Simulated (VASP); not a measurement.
Wanted: the native input for a VASP 6.6.1 run.

```yaml
Task: relaxation of cell and atoms
Functional: RPBE
Potentials_or_basis: VASP PAW PBE potentials, release 64 (Cs_sv, As)
Cutoff: 600 eV
k_mesh: 6 × 6 × 6
Occupations: gaussian, width 0.05 eV
Spin: no spin polarisation
Further_INCAR_settings: ALGO = Normal; EDIFF = 1e-06; IBRION = 2; EDIFFG = -0.005; NSW = 60; ISIF = 3
```

The structure of CsAs lies in POSCAR:

```
CsAs
1.0
    4.2949400000      0.0000000000      0.0000000000
    0.0000000000      4.2949400000      0.0000000000
    0.0000000000      0.0000000000      4.2949400000
Cs As
1 1
Direct
    0.0000000000      0.0000000000      0.0000000000
    0.5000000000      0.5000000000      0.5000000000
```

The cell was built by a generator and needn't be a form met in nature.

These files were run (other wordings do the same):

INCAR

```
  ALGO = Normal
  EDIFF = 1E-6
  EDIFFG = -0.005
  ENCUT = 600
  GGA = RP
  IBRION = 2
  ISIF = 3
  ISMEAR = 0
  LASPH = True
  LCHARG = False
  LREAL = False
  LWAVE = False
  NELM = 60
  NSW = 60
  PREC = Accurate
  SIGMA = 0.05
```

KPOINTS

```
k-points
0
Gamma
  6 6 6
```

Potentials or basis: VASP PAW PBE potentials, release 64 (Cs_sv, As).

Launch:

```sh
$ cat potpaw_PBE.64/Cs_sv/POTCAR potpaw_PBE.64/As/POTCAR > POTCAR
$ mpirun -np 1 vasp_std > vasp.out
```

It gave:

```yaml
Relaxed_volume: 43.73 Å³/atom
Relaxed_cell: a = 4.439 Å, b = 4.439 Å, c = 4.439 Å, α = 90.00°, β = 90.00°, γ = 90.00°
Space_group_after_relaxing_to_0.05_Å: Pm-3m (No. 221)
Energy_gained_by_relaxing: 14.9 meV/atom
Ionic_steps: 5
Pressure_after_relaxing: 0.0 GPa
Band_gap_on_the_k_mesh: none (metal or under the smearing width)
```

Caveat: the PAW data sets were made with another functional, which shifts forces and pressure a little.

Run time: 52 s on 1 thread of Intel(R) Xeon(R) Platinum 8488C (Sapphire Rapids) (shared host), peak memory 0.21 GiB.
